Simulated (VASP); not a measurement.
All values below come from r2SCAN meta-GGA, VASP's PBE PAW potentials (set 64) (plane waves; VASP).

The input files of a VASP run:

### POSCAR
```
SrTe
1
   -0.0000000000     3.0848355697     3.0848355697
    3.0848355697     0.0000000000     3.0848355697
    3.0848355697     3.0848355697    -0.0000000000
Sr Te
1 1
Direct
  0.0000000000   0.0000000000   0.0000000000
  0.5000000000   0.5000000000   0.5000000000
```

### INCAR
```
! general
SYSTEM  = SrTe
PREC    = Accurate
ENCUT   = 480
LREAL   = .False.
LASPH   = .True.

! electronic loop
EDIFF   = 1E-7
NELM    = 100
ALGO    = Normal
LMAXMIX = 4
LMIXTAU = .True.

! smearing
ISMEAR  = 0
SIGMA   = 0.05

! functional
METAGGA = R2SCAN

! ions
IBRION  = 2
NSW     = 40
ISIF    = 3
EDIFFG  = -0.01
PSTRESS = 150

! output
LWAVE   = .False.
LCHARG  = .False.
```

File KPOINTS:
```
Automatic mesh
0
Gamma
 6 6 6
0 0 0
```

POTCAR, in this order: Sr_sv Te (PBE.64 set). Program: vasp_std.

Q: What will the output report for the number of irreducible k-points (NKPTS), number of bands (NBANDS), largest plane-wave count, number of space-group operations, FFT grid (NGX, NGY, NGZ)?

A: 
```yaml
number of irreducible k-points (NKPTS): 16
number of bands (NBANDS): 12
largest_plane_wave_count: 1420
number_of_space_group_operations: 48
FFT grid (NGX, NGY, NGZ): 32 × 32 × 32
```

The compound is SrTe in the rock salt structure. It was relaxed first under an external pressure of 15 GPa.
